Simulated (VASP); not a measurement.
# FeB4 with r2SCAN: from relaxation to properties

What structure does FeB4 take at this level, and what are its properties? The steps: relaxing cell and atoms (r2SCAN), second relaxation, density, ELF and potential (r2SCAN), band structure (r2SCAN), density of states (r2SCAN), volume scan with r2SCAN, fit for r2SCAN and optical spectrum (r2SCAN). The start is a cell from a database of measured crystal structures.

Method: r2SCAN, spin-polarised from a ferromagnetic start; plane waves and PAW (Fe, B), in VASP 6.6.1.

This is a report of a sequence of runs, with most program output left out.

## 1. Starting point

Before any relaxation, the start is as follows. Symmetry: Pnnm, No. 58, orthorhombic system. Conventional cell: a = 4.579 Å, b = 5.298 Å, c = 2.999 Å, α = 90.00°, β = 90.00°, γ = 90.00°. Nearest to Fe lie 12 B at 2.01 to 2.27 Å. Nearest to B lie 4 B at 1.71 to 1.89 Å and 3 Fe at 2.01 to 2.14 Å. Nearest to B lie 5 B at 1.71 to 1.98 Å and 3 Fe at 2.11 to 2.27 Å. Farther neighbours are not listed.

Structure file:

```
Fe B
1.0
     4.57860    0.00000    0.00000
     0.00000    5.29810    0.00000
     0.00000    0.00000    2.99910
Fe B
2 8
Direct
  0.00000 0.00000 0.00000
  0.50000 0.50000 0.50000
  0.24870 0.31230 0.00000
  0.75130 0.68770 0.00000
  0.74870 0.18770 0.50000
  0.25130 0.81230 0.50000
  0.34110 0.12630 0.50000
  0.65890 0.87370 0.50000
  0.84110 0.37370 0.00000
  0.15890 0.62630 0.00000
```

## 2. Relaxing cell and atoms (r2SCAN)

The start need not lie at this functional's minimum. ISIF = 3 frees volume, shape and positions, and EDIFFG sets the threshold on forces and stress at which the search stops. r2SCAN adds the kinetic-energy density, costs more than a GGA and is run with LASPH.

Contents of INCAR:

```
SYSTEM = FeB4
PREC = Accurate
ENCUT = 420
EDIFF = 1E-06
NELM = 100
ISMEAR = 0
SIGMA = 0.05
LREAL = .FALSE.
ALGO = Normal
METAGGA = R2SCAN
LASPH = .TRUE.
NBANDS = 39
ISPIN = 2
MAGMOM = 3 3 0 0 0 0 0 0 0 0
LMAXMIX = 4
LORBIT = 11
LWAVE = .FALSE.
LCHARG = .FALSE.
KPAR = 8
IBRION = 2
NSW = 60
ISIF = 3
EDIFFG = -0.01
```

Contents of POSCAR:

```
FeB4
1.0
    4.5786000000      0.0000000000      0.0000000000
    0.0000000000      5.2981000000      0.0000000000
    0.0000000000      0.0000000000      2.9991000000
Fe B
2 8
Direct
    0.0000000000      0.0000000000      0.0000000000
    0.5000000000      0.5000000000      0.5000000000
    0.2487000000      0.3123000000      0.0000000000
    0.7513000000      0.6877000000      0.0000000000
    0.7487000000      0.1877000000      0.5000000000
    0.2513000000      0.8123000000      0.5000000000
    0.3411000000      0.1263000000      0.5000000000
    0.6589000000      0.8737000000      0.5000000000
    0.8411000000      0.3737000000      0.0000000000
    0.1589000000      0.6263000000      0.0000000000
```

Contents of KPOINTS:

```
Automatic mesh
0
Gamma
6 5 9
0 0 0
```

Potentials, in the order of the species: Fe and B (PBE family, release 64).

Launch:

```bash
$ mpirun -np 8 vasp_std
```

Wall time 6.9 min (8 MPI ranks of Intel Xeon 6975P-C (Granite Rapids), shared host); peak memory 2.8 GiB; 55 min of CPU time.

The magnetic state follows from one typed start and may not be the lowest. SCAN-type functionals tend to overstate the moments of itinerant magnets. The PAW data sets were made with PBE, which is usual practice but a small mismatch for other functionals. The run keeps the 8 symmetry operations of its start, so it cannot find a distortion of lower symmetry.

The steps of the relaxation:

```
step  energy less that of the first step (eV)  largest force (eV/Å)  pressure (GPa)  volume (Å³)
   1                                   0.0000                0.0658           -6.38        72.75
   2                                   0.0023                0.1301            7.25        69.74
   3                                  -0.0363                0.0763            0.06        71.24
   4                                  -0.0399                0.0735            0.21        71.15
   5                                  -0.0401                0.0901            0.22        71.12
   6                                  -0.0416                0.0435           -0.05        71.18
   7                                  -0.0416                0.0440           -0.05        71.18
   8                                  -0.0420                0.0177            0.06        71.17
   9                                  -0.0420                0.0220           -0.10        71.17
  10                                  -0.0421                0.0144            0.28        71.12
  11                                  -0.0421                0.0158            0.28        71.13
  12                                  -0.0421                0.0106            0.23        71.14
  13                                  -0.0421                0.0036            0.09        71.16
```

```
conventional cell, symmetrised  before  after  change
                         a (Å)   4.579  4.512  -1.4 %
                         b (Å)   5.298  5.254  -0.8 %
                         c (Å)   2.999  3.002  +0.1 %
              volume (Å³/atom)    7.28   7.12  -2.2 %
```

The atoms that moved most (Å, as changes of fractional coordinates times the final cell):

```
atom      dx      dy     dz  length
  B8   0.015  -0.004  0.000   0.015
  B7  -0.015   0.004  0.000   0.015
 B10   0.015   0.004  0.000   0.015
  B9  -0.015  -0.004  0.000   0.015
```

The relaxed structure:

```xyz
10
Lattice="4.5123 0.0000 0.0000 0.0000 5.2540 0.0000 0.0000 0.0000 3.0017" Properties=species:S:1:pos:R:3 pbc="T T T"
Fe    0.0000    0.0000    0.0000
Fe    2.2561    2.6270    1.5008
B     1.1193    1.6430    0.0000
B     3.3929    3.6111    0.0000
B     3.3754    0.9841    1.5008
B     1.1368    4.2700    1.5008
B     1.5244    0.6673    1.5008
B     2.9878    4.5867    1.5008
B     3.7806    1.9597    0.0000
B     0.7317    3.2943    0.0000
```

Numbers from this step:

```yaml
electrons: 40
bands: 39
irreducible_k_points: 60
symmetry_operations: 8
free_energy_toten: -88.3819 eV
energy_at_zero_smearing: -88.3805 eV
fermi_energy: 8.290 eV
pressure: 0.08706 GPa
moment_of_the_cell_from_the_last_line_of_the_log: 0.3162 μB
metallic: yes
scf_cycles_over_all_ionic_steps: 84
```

Spin moment in the PAW sphere by atom:

```
atom  spin moment in the PAW sphere (μB)
 Fe1                               0.122
 Fe2                               0.122
  B3                               0.020
  B4                               0.020
  B5                               0.020
  B6                               0.020
  B7                              -0.007
  B8                              -0.007
  B9                              -0.007
 B10                              -0.007
```

It ends with a largest force of 0.004 eV/Å and a pressure of 0.09 GPa. The volume lies -2.2 % from that of the database's start, which holds the thermal and zero-point expansion of its experiment.

## 3. Second relaxation

The basis stayed that of the start cell while the cell moved. A rerun from the cell reached resets it; the error of the finite cutoff stays.

INCAR is that of step 2.

Contents of POSCAR:

```
FeB4
1.0
    4.5122589641      0.0000000000      0.0000000000
    0.0000000000      5.2540205278      0.0000000000
    0.0000000000      0.0000000000      3.0016988902
Fe B
2 8
Direct
    0.0000000000      0.0000000000      0.0000000000
    0.5000000000      0.5000000000      0.5000000000
    0.2480598685      0.3127052263      0.0000000000
    0.7519401315      0.6872947737      0.0000000000
    0.7480598685      0.1872947737      0.5000000000
    0.2519401315      0.8127052263      0.5000000000
    0.3378414180      0.1270128032      0.5000000000
    0.6621585820      0.8729871968      0.5000000000
    0.8378414180      0.3729871968      0.0000000000
    0.1621585820      0.6270128032      0.0000000000
```

KPOINTS is that of step 2.

Launch:

```bash
$ mpirun -np 8 vasp_std
```

Elapsed: 98 s, on 8 MPI ranks; peak memory 2.5 GiB.

Little changed from the start: no atom moved by 0.005 Å and no cell edge by 0.1 %.

Numbers from this step:

```yaml
free_energy_toten: -88.3803 eV
energy_at_zero_smearing: -88.3789 eV
pressure: 0.07243 GPa
scf_cycles_over_all_ionic_steps: 17
```

It ends with a largest force of 0.003 eV/Å and a pressure of 0.07 GPa. The volume moved by under 0.01 %: the run met its threshold at the first step.

## 4. Density, ELF and potential (r2SCAN)

A single point on the relaxed cell gives a clean self-consistent state, with density, ELF and potential written out.

INCAR: that of step 3 with these lines changed.

```diff
@@ -17,7 +17,5 @@
 LWAVE = .FALSE.
-LCHARG = .FALSE.
-KPAR = 8
-IBRION = 2
-NSW = 60
-ISIF = 3
-EDIFFG = -0.01
+LCHARG = .TRUE.
+ISIF = 2
+LELF = .TRUE.
+LVHAR = .TRUE.
```

POSCAR is that of step 3.

KPOINTS is that of step 3.

Launch:

```bash
$ mpirun -np 8 vasp_std
```

Run time: 87 s. Hardware: 8 MPI ranks; peak memory 1.2 GiB; 11 min of CPU time.

With spin, VASP writes an ELF for each channel.

This step gave:

| Quantity | Value |
| --- | --- |
| SCF cycles | 17 |
| bands | 40 |
| pressure | 0.07301 GPa |

Valence electrons inside each PAW sphere by angular momentum. Sphere charges, by row:

```
atom  s (e)  p (e)  d (e)  tot (e)
 Fe1  0.509  0.884  6.663    8.055
 Fe2  0.509  0.884  6.663    8.055
  B3  0.709  1.274      0    1.982
  B4  0.709  1.274      0    1.982
  B5  0.709  1.274      0    1.982
  B6  0.709  1.274      0    1.982
  B7  0.679  1.269      0    1.948
  B8  0.679  1.269      0    1.948
  B9  0.679  1.269      0    1.948
 B10  0.679  1.269      0    1.948
```

Spin density in the ab plane at fractional z = 0.000, with atoms of Fe and B within 0.2 Å of it.

Values in e/Å³, 16 rows by 14 columns, each cell a mean:
```
 0.17  0.08  0.00  0.00  0.00  0.00  0.00  0.00  0.00  0.00  0.00  0.01  0.05  0.11
 0.10  0.06  0.00  0.00  0.00  0.00  0.00  0.00  0.00  0.00  0.00  0.00  0.01  0.02
 0.02  0.01  0.00  0.00  0.00  0.00  0.00  0.00  0.01  0.01  0.01  0.00  0.00  0.00
 0.00  0.00  0.00  0.00  0.00  0.00  0.00  0.00  0.01  0.01  0.01  0.01  0.00  0.00
 0.00  0.00  0.00  0.00  0.00  0.00  0.00  0.00  0.01  0.01  0.01  0.01  0.01  0.00
 0.00  0.00  0.00  0.00 -0.01  0.00  0.00  0.00  0.00  0.01  0.01  0.02  0.01  0.00
 0.00  0.00  0.00  0.00  0.00  0.00  0.00  0.00  0.00  0.00  0.01  0.02  0.01  0.00
 0.00  0.00  0.01  0.01  0.00  0.00  0.00  0.00  0.00  0.00  0.01  0.01  0.01  0.00
 0.00  0.01  0.02  0.02  0.01  0.00  0.00  0.00  0.00  0.00  0.00  0.01  0.00  0.00
 0.00  0.01  0.02  0.02  0.01  0.00  0.00  0.00  0.00  0.00 -0.01  0.00  0.00  0.00
 0.00  0.00  0.01  0.01  0.01  0.01  0.00  0.00  0.00  0.00  0.00  0.00  0.00  0.00
 0.00  0.00  0.00  0.01  0.01  0.01  0.01  0.00  0.00  0.00  0.00  0.00  0.00  0.00
 0.00  0.00  0.00  0.01  0.01  0.01  0.01  0.00  0.00  0.00  0.00  0.00  0.00  0.00
 0.04  0.00  0.00  0.00  0.00  0.00  0.00  0.00  0.00  0.00  0.00  0.00  0.01  0.06
 0.12  0.05  0.02  0.00  0.00  0.00  0.00  0.00  0.00  0.00  0.00  0.00  0.02  0.12
 0.19  0.12  0.04  0.00  0.00  0.00  0.00  0.00  0.00  0.00  0.00  0.01  0.05  0.14
```
Columns run along a (4.5 Å), rows up along b (5.3 Å). Atoms in or near the plane, at fractional coordinates: Fe at (0.00, 0.00), B at (0.25, 0.31), B at (0.75, 0.69), B at (0.84, 0.37), B at (0.16, 0.63).

ELF of down spins in the ab plane at fractional z = 0.000, with atoms of Fe and B within 0.2 Å of it. It is the smooth field of the valence electrons, not physical close to the nuclei.

Ten even steps from '_' (0.00) to '@' (0.80), each cell a mean:
```
____::::..______..::--::..__
__..::--::______::++**==--..
----++++--..__..--**####**==
##%%%%**==::..::====--++####
%%**----==--..::==::__..**@@
%%--__..====::--++==::::##@@
%%==::==**++::--++##%%@@@@@@
@@%%%%@@@@**--::==%%@@@@@@@@
@@@@@@@@@@##==::--##%%++++##
@@@@##==++**==::--++==____==
@@%%--__..====::::==--..::**
%%%%++::::==--....--++**##%%
++**####**++--..__::++##**++
..--++####==..____..----::..
____::--==::..____..::--::__
____::::::..______..::--..__
```
Columns run along a (4.5 Å), rows up along b (5.3 Å). Atoms in or near the plane, at fractional coordinates: Fe at (0.00, 0.00), B at (0.25, 0.31), B at (0.75, 0.69), B at (0.84, 0.37), B at (0.16, 0.63).

Electrostatic potential energy in the ab plane at fractional z = 0.000, with atoms of Fe and B within 0.2 Å of it. With pseudopotentials it is smooth inside the atoms' cores, unlike the true potential.

Ten even steps from '0' (-32 eV) to '9' (2 eV), each cell a mean:
```
02589999999631
34689999998753
66789999875566
76468999721137
51215898517516
32932898614327
41514899852267
74237899986457
77645799973112
66111489961770
65195179971441
75142289986225
77423689998777
45678999999864
12589999999742
01479999999630
```
Columns run along a (4.5 Å; values clipped at the 3rd and 97th percentile), rows up along b (5.3 Å). Atoms in or near the plane, at fractional coordinates: Fe at (0.00, 0.00), B at (0.25, 0.31), B at (0.75, 0.69), B at (0.84, 0.37), B at (0.16, 0.63).

In this run the pressure is 0.07 GPa, small enough to go on.

## 5. Band structure (r2SCAN)

The mesh alone shows little of the dispersion and can miss band extrema, so KPOINTS_OPT adds a path through the symmetry points after the self-consistent cycle.

Contents of INCAR:

```
SYSTEM = FeB4
PREC = Accurate
ENCUT = 420
EDIFF = 1E-06
NELM = 100
ISMEAR = 0
SIGMA = 0.05
LREAL = .FALSE.
ALGO = Normal
METAGGA = R2SCAN
LASPH = .TRUE.
NBANDS = 50
ISPIN = 2
MAGMOM = 0.122 0.122 0.02 0.02 0.02 0.02 -0.007 -0.007 -0.007 -0.007
LMAXMIX = 4
LORBIT = 11
LWAVE = .FALSE.
LCHARG = .FALSE.
KPAR = 8
```

POSCAR is that of step 4.

KPOINTS is that of step 4.

Contents of KPOINTS_OPT:

```
Line mode
12
Line-mode
Reciprocal
  0.00000000   0.00000000   0.00000000 GAMMA
  0.00000000   0.00000000   0.50000000 X

  0.00000000   0.00000000   0.50000000 X
  0.50000000   0.00000000   0.50000000 S

  0.50000000   0.00000000   0.50000000 S
  0.50000000   0.00000000   0.00000000 Y

  0.50000000   0.00000000   0.00000000 Y
  0.00000000   0.00000000   0.00000000 GAMMA

  0.00000000   0.00000000   0.00000000 GAMMA
  0.00000000   0.50000000   0.00000000 Z

  0.00000000   0.50000000   0.00000000 Z
  0.00000000   0.50000000   0.50000000 U

  0.00000000   0.50000000   0.50000000 U
  0.50000000   0.50000000   0.50000000 R

  0.50000000   0.50000000   0.50000000 R
  0.50000000   0.50000000   0.00000000 T

  0.50000000   0.50000000   0.00000000 T
  0.00000000   0.50000000   0.00000000 Z

  0.50000000   0.00000000   0.00000000 Y
  0.50000000   0.50000000   0.00000000 T

  0.00000000   0.50000000   0.50000000 U
  0.00000000   0.00000000   0.50000000 X

  0.50000000   0.00000000   0.50000000 S
  0.50000000   0.50000000   0.50000000 R
```

Launch:

```bash
$ mpirun -np 8 vasp_std
```

It took 3.7 min on 8 MPI ranks; peak memory 4.1 GiB.

This step gave:

* SCF cycles: 16
* bands: 50
* Fermi energy: 8.289 eV
* pressure: 0.09238 GPa
* moment of the cell, from the last line of the log: 0.3166 μB

Spin up. The electronic bands at the labelled points (eV, zero at the Fermi level; # counts the bands kept):

```
          point    #13    #14    #15    #16    #17    #18   #19   #20
              Γ  -2.43  -2.16  -1.54   0.16   1.08   1.20  2.29  2.90
0.45 of the way  -2.70  -2.54  -1.35   0.23   0.33   1.08  1.24  1.34
              X  -2.43  -2.43  -1.10  -1.10   0.20   0.20  0.58  0.58
0.45 of the way  -2.35  -2.35  -1.09  -1.09   0.27   0.27  0.75  0.75
              S  -2.24  -2.24  -1.07  -1.07   0.80   0.80  0.89  0.89
0.45 of the way  -2.30  -2.30  -1.14  -1.14   0.69   0.69  1.20  1.20
              Y  -2.10  -2.10  -0.20  -0.20   0.23   0.23  1.95  1.95
0.45 of the way  -2.70  -1.78  -1.65  -0.15   1.26   1.81  1.85  2.18
              Γ  -2.43  -2.16  -1.54   0.16   1.08   1.20  2.29  2.90
0.45 of the way  -2.40  -1.83  -1.73  -0.01   0.82   0.89  1.68  2.78
              Z  -2.17  -2.17  -0.71  -0.71   0.19   0.19  2.32  2.32
0.55 of the way  -2.57  -2.57  -0.87  -0.87   0.28   0.28  1.44  1.44
              U  -3.25  -3.25  -1.09  -1.09   0.26   0.26  1.31  1.31
0.45 of the way  -2.98  -2.98  -1.11  -1.11   0.08   0.08  1.73  1.73
              R  -2.59  -2.59  -1.13  -1.13  -0.48  -0.48  2.82  2.82
0.45 of the way  -2.27  -2.27  -1.39  -1.39  -0.09  -0.09  1.69  1.69
              T  -2.21  -2.21  -1.76  -1.76   0.28   0.28  1.71  1.71
0.45 of the way  -2.33  -2.33  -1.08  -1.08   0.38   0.38  1.91  1.91
              Z  -2.17  -2.17  -0.71  -0.71   0.19   0.19  2.32  2.32
      jump to Y  -2.10  -2.10  -0.20  -0.20   0.23   0.23  1.95  1.95
0.45 of the way  -2.50  -2.50  -0.69  -0.69   0.31   0.31  1.81  1.81
              T  -2.21  -2.21  -1.76  -1.76   0.28   0.28  1.71  1.71
      jump to U  -3.25  -3.25  -1.09  -1.09   0.26   0.26  1.31  1.31
0.45 of the way  -2.77  -2.77  -1.10  -1.10   0.20   0.20  1.12  1.12
              X  -2.43  -2.43  -1.10  -1.10   0.20   0.20  0.58  0.58
      jump to S  -2.24  -2.24  -1.07  -1.07   0.80   0.80  0.89  0.89
```

The largest weight of each band there:

```
point      #13      #14      #15      #16      #17      #18      #19      #20
    Γ  Fe 0.95  Fe 1.00  Fe 0.93   B 0.90   B 1.00  Fe 0.80  Fe 0.57  Fe 0.55
    X  Fe 0.85  Fe 0.85  Fe 0.97  Fe 0.97  Fe 0.75  Fe 0.75  Fe 0.67  Fe 0.67
    S  Fe 0.89  Fe 0.89  Fe 0.97  Fe 0.97   B 0.86   B 0.86  Fe 0.84  Fe 0.84
    Y  Fe 0.61  Fe 0.61  Fe 0.72  Fe 0.72  Fe 0.55  Fe 0.55   B 0.59   B 0.59
    Γ  Fe 0.95  Fe 1.00  Fe 0.93   B 0.90   B 1.00  Fe 0.80  Fe 0.57  Fe 0.55
    Z  Fe 0.90  Fe 0.90  Fe 0.78  Fe 0.78  Fe 0.62  Fe 0.62   B 0.60   B 0.60
```

Spin down. Electronic bands along the path, in eV, zero at the Fermi level; # counts the bands kept:

```
          point    #13    #14    #15    #16    #17    #18   #19   #20
              Γ  -2.25  -2.02  -1.37   0.23   1.06   1.40  2.37  3.00
0.45 of the way  -2.60  -2.39  -1.23   0.36   0.41   1.27  1.36  1.51
              X  -2.30  -2.30  -1.00  -1.00   0.43   0.43  0.76  0.76
0.45 of the way  -2.21  -2.21  -0.98  -0.98   0.45   0.45  0.92  0.92
              S  -2.09  -2.09  -0.96  -0.96   0.86   0.86  1.05  1.05
0.45 of the way  -2.19  -2.19  -0.99  -0.99   0.82   0.82  1.34  1.34
              Y  -2.06  -2.06  -0.06  -0.06   0.48   0.48  2.00  2.00
0.45 of the way  -2.60  -1.70  -1.49   0.12   1.37   1.88  1.96  2.25
              Γ  -2.25  -2.02  -1.37   0.23   1.06   1.40  2.37  3.00
0.45 of the way  -2.30  -1.71  -1.59   0.15   0.85   1.11  1.74  2.88
              Z  -2.07  -2.07  -0.63  -0.63   0.46   0.46  2.40  2.40
0.55 of the way  -2.48  -2.48  -0.78  -0.78   0.55   0.55  1.62  1.62
              U  -3.16  -3.16  -0.99  -0.99   0.55   0.55  1.52  1.52
0.45 of the way  -2.90  -2.90  -1.00  -1.00   0.36   0.36  1.91  1.91
              R  -2.50  -2.50  -1.03  -1.03  -0.20  -0.20  2.95  2.95
0.45 of the way  -2.18  -2.18  -1.30  -1.30   0.20   0.20  1.82  1.82
              T  -2.07  -2.07  -1.75  -1.75   0.58   0.58  1.83  1.83
0.45 of the way  -2.26  -2.26  -1.01  -1.01   0.66   0.66  2.01  2.01
              Z  -2.07  -2.07  -0.63  -0.63   0.46   0.46  2.40  2.40
      jump to Y  -2.06  -2.06  -0.06  -0.06   0.48   0.48  2.00  2.00
0.45 of the way  -2.45  -2.45  -0.59  -0.59   0.58   0.58  1.89  1.89
              T  -2.07  -2.07  -1.75  -1.75   0.58   0.58  1.83  1.83
      jump to U  -3.16  -3.16  -0.99  -0.99   0.55   0.55  1.52  1.52
0.45 of the way  -2.67  -2.67  -0.99  -0.99   0.48   0.48  1.31  1.31
              X  -2.30  -2.30  -1.00  -1.00   0.43   0.43  0.76  0.76
      jump to S  -2.09  -2.09  -0.96  -0.96   0.86   0.86  1.05  1.05
```

The largest weight of each band there:

```
point      #13      #14      #15      #16      #17      #18      #19      #20
    Γ  Fe 0.94  Fe 1.00  Fe 0.93   B 0.90   B 1.00  Fe 0.81  Fe 0.58  Fe 0.56
    X  Fe 0.84  Fe 0.84  Fe 0.97  Fe 0.97  Fe 0.75  Fe 0.75  Fe 0.68  Fe 0.68
    S  Fe 0.89  Fe 0.89  Fe 0.97  Fe 0.97   B 0.86   B 0.86  Fe 0.85  Fe 0.85
    Y  Fe 0.62  Fe 0.62  Fe 0.74  Fe 0.74  Fe 0.57  Fe 0.57   B 0.58   B 0.58
    Γ  Fe 0.94  Fe 1.00  Fe 0.93   B 0.90   B 1.00  Fe 0.81  Fe 0.58  Fe 0.56
    Z  Fe 0.89  Fe 0.89  Fe 0.79  Fe 0.79  Fe 0.64  Fe 0.64   B 0.59   B 0.59
```

There is no gap at this level.

Spin up: of the bands kept, 3 cross the Fermi level on this path. Spin down: of the bands kept, 3 cross the Fermi level on this path.

[end of part 1 of 2]

[Lines on the potential files, build, host, timing and source positions are cut from VASP's logs without a mark.]

[Logs are printed without paths, hosts, clocks, repeated set-up lines and the standing remarks that a program may print on its own settings, such as how far it seeks lower states.]

[Hosts, paths, dates, database ids (printed as entryN), source tags and the programs' standing remarks are cut or masked in the printed files.]

[Measured values are set beside computed ones only where the two were judged alike; some that the calculation misses by far are left out.]

[In band tables of VASP the shares of atoms and orbitals are scaled to a sum of 1 inside the atoms' spheres.]
